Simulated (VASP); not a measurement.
Computed with PBE GGA, VASP's PBE PAW potentials (set 64) (plane waves; VASP 6.6.1). For the first row: Settings: 400 eV cut-off, 9×7×5 Γ-centred mesh, tetrahedra with Blöchl corrections, potentials Co Si.

```json
[
 {"system": "Co₂Si (sg62)", "energy (eV/atom)": "-6.9534"},
 {"system": "Co (hcp)", "energy (eV/atom)": "-7.0363"},
 {"system": "Si (diamond)", "energy (eV/atom)": "-5.4240"}
]
```

The references are the elements' solids at the same level; no temperature or zero-point terms are added.

What is the formation energy per atom of Co₂Si?

The references average (8×(-7.0363) + 4×(-5.4240))/12 = -6.4989 eV, so the formation energy is -6.9534 − (-6.4989) = -0.455 eV/atom.
